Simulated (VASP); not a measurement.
An input for Quantum ESPRESSO's pw.x (written as the equivalent of a VASP run, and not itself run):

```
&CONTROL
  calculation = 'scf'
  pseudo_dir = './pseudo'
  outdir = './out'
  tprnfor = .true.
  tstress = .true.
/
&SYSTEM
  ibrav = 0
  nat = 2
  ntyp = 2
  ecutwfc = 102
  occupations = 'smearing'
  smearing = 'gaussian'
  degauss = 0.003675
  input_dft = 'pbesol'
/
&ELECTRONS
  conv_thr = 7.3e-09
  electron_maxstep = 100
/
ATOMIC_SPECIES
  Cd 112.414 Cd.upf
  Se 78.971 Se.upf
CELL_PARAMETERS angstrom
     0.0000000    3.0473473    3.0473473
     3.0473473    0.0000000    3.0473473
     3.0473473    3.0473473    0.0000000
ATOMIC_POSITIONS crystal
  Cd   0.0000000  0.0000000  0.0000000
  Se   0.2500000  0.2500000  0.2500000
K_POINTS automatic
  8 8 8 0 0 0
```

Q: Write the VASP files for the same calculation (PBEsol).

A: Several could match; the one computed here: 
### INCAR
```
NELM = 100   # most electronic steps
EDIFF = 1E-7
SIGMA = 0.05   # width (eV)
LMAXMIX = 4   # l cut-off of mixed one-centre charges
LREAL = F
ENCUT = 520
LCHARG = F
SYSTEM = CdSe
PREC = Accurate
ALGO = Normal   # blocked Davidson
ISIF = 2   # forces and stress, cell fixed
LASPH = T   # aspherical one-centre terms
ISMEAR = 0
LWAVE = F
GGA = PS   # PBEsol
```

File POSCAR:
```
CdSe
1.0
  0.0000000000   3.0473472835   3.0473472835
  3.0473472835   0.0000000000   3.0473472835
  3.0473472835   3.0473472835   0.0000000000
Cd Se
1 1
direct
  0.0000000000   0.0000000000   0.0000000000
  0.2500000000   0.2500000000   0.2500000000
```

File KPOINTS:
```
Regular mesh
0
Gamma
 8 8 8
```

POTCAR, in this order: Cd Se (PBE.64 set). Program: vasp_std.

What does not carry over: the potentials are each code's own (VASP's PAW set, PseudoDojo norm-conserving files in pw.x), so ENCUT and ecutwfc are chosen apart and not converted; conv_thr bounds pw.x's estimated SCF error, while EDIFF bounds the energy change between steps.

The compound is CdSe in the zinc blende structure, whereas wurtzite is the usual form. It was relaxed first.
